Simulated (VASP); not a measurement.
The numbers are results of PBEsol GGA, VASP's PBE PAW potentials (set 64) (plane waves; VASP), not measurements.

VASP ran on this input.

### KPOINTS
```
Automatic
0
Gamma
 11 11 11
0 0 0
```

**POSCAR**
```
BBi
1
    0.0000000000     2.6038244948     2.6038244948
    2.6038244948     0.0000000000     2.6038244948
    2.6038244948     2.6038244948    -0.0000000000
B Bi
1 1
Direct
  0.0000000000   0.0000000000   0.0000000000
  0.5000000000   0.5000000000   0.5000000000
```

INCAR:
```
SYSTEM = BBi
PREC = Accurate; ENCUT = 520; LREAL = .False.
LASPH = .True.
EDIFF = 1E-6; NELM = 100; ALGO = Normal
LMAXMIX = 4
ISMEAR = 1; SIGMA = 0.1
GGA = PS
IBRION = 2; NSW = 60; ISIF = 3
EDIFFG = -0.01
LWAVE = .False.; LCHARG = .False.
```

POTCAR, in this order: B Bi_d (PBE.64 set). Program: vasp_std.

**Question.** What will the output report for the number of irreducible k-points (NKPTS), largest plane-wave count, number of space-group operations, FFT grid (NGX, NGY, NGZ)?

**Answer.** 
```json
{
  "number of irreducible k-points (NKPTS)": "56",
  "largest_plane_wave_count": "963",
  "number_of_space_group_operations": "48",
  "FFT grid (NGX, NGY, NGZ)": "28 × 28 × 28"
}
```

The structure was generated: BBi was put into the rock salt type (Fm-3m), which need not be its known phase. It was relaxed first, which changed the volume by +12 %. The start is the result of an earlier pass.
